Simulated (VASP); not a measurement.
The input files of a VASP run:

### INCAR
```
ALGO=Normal
EDIFF=1E-7
ENCUT=520
GGA=RE
ISIF=2
ISMEAR=0
LASPH=T
LCHARG=F
LMAXMIX=4
LREAL=F
LWAVE=F
NELM=100
PREC=Accurate
SIGMA=0.05
SYSTEM=LiBr
```

**POSCAR**
```
LiBr
4.0452380
  0.0000000000   0.7071067539   0.7071067539
  0.7071067539   0.0000000000   0.7071067539
  0.7071067539   0.7071067539   0.0000000000
Li Br
1 1
Cart
  0.0000000000   0.0000000000   0.0000000000
  0.7071067539   0.7071067539   0.7071067539
```

File KPOINTS:
```
Automatic mesh
0
Gamma
8 8 8
0 0 0
```

POTCAR, in this order: Li_sv Br (PBE.64 set). Program: vasp_std.

Question: Translate this revPBE calculation to Ansatz.

Answer: One equivalent input (not run):
Ansatz 0.2 input:
```yaml
crystal:
  lattice:
    - [0.0000000, 2.8604151, 2.8604151]
    - [2.8604151, 0.0000000, 2.8604151]
    - [2.8604151, 2.8604151, 0.0000000]
  atoms:
    - { symbol: Li, position: [0.0000000, 0.0000000, 0.0000000] }
    - { symbol: Br, position: [0.5000000, 0.5000000, 0.5000000] }
kpoints:
  mp_grid: { grid: [8, 8, 8] }
hamiltonian:
  xc: revpbe
  pseudopotentials: { kind: paw }
scf:
  occupations: { method: gaussian, width: 0.05 }
  max_iter: 100
output: { forces: true, stress: true, eigenvalues: true }
```
The two are equivalent in intent, not identical: each code has its own PAW files, so the cut-off isn't converted (ENCUT is set for VASP's; basis.ecutwfc is left out, and Ansatz then takes the one that its files recommend); Ansatz stops its SCF on the density residual and VASP on the energy change (EDIFF).

The compound is LiBr in the rock salt structure. This cell is one point of a volume scan, at 1.06 of the reference volume.
